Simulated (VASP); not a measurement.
CoSi2:

```xyz
3
Lattice="0.0000 2.6780 2.6780 2.6780 0.0000 2.6780 2.6780 2.6780 0.0000" Properties=species:S:1:pos:R:3 pbc="T T T"
Co    0.0000    0.0000    0.0000
Si    1.3390    1.3390    1.3390
Si    4.0170    4.0170    4.0170
```

| Quantity | Value |
| --- | --- |
| Program | VASP 6.6.1 |
| Task | relaxation of cell and atoms |
| Functional | PBE |
| Dispersion | D3(BJ) |
| Potentials or basis | VASP PAW PBE potentials, release 64 (Co, Si) |
| Cutoff | 600 eV |
| k mesh | 12 × 12 × 12 |
| Occupations | methfessel-paxton, width 0.1 eV |
| Spin | no spin polarisation |

At the start: pressure -5.5 GPa; volume 12.80 Å³/atom.

Problem. Where does the relaxation end?

Solution. Over 4 steps the energy falls by 6.8 meV/atom and the volume is 12.41 Å³/atom (-3.0 %); space group Fm-3m (No. 225, to 0.05 Å).

Step by step:
```csv
step,energy change (eV),largest force (eV/Å),pressure (GPa),volume (Å³)
1,0.0000,0.0000,-5.50,38.41
2,0.0063,0.0000,7.03,36.02
3,-0.0204,0.0000,-0.15,37.27
4,-0.0204,0.0000,0.07,37.24
```

Final structure:
```
Co Si
1.0
     0.00000    2.65056    2.65056
     2.65056    0.00000    2.65056
     2.65056    2.65056    0.00000
Co Si
1 2
Direct
  0.00000 0.00000 0.00000
  0.25000 0.25000 0.25000
  0.75000 0.75000 0.75000
```

Caveat: pairwise dispersion overbinds metals, which lowers pressure and volume.
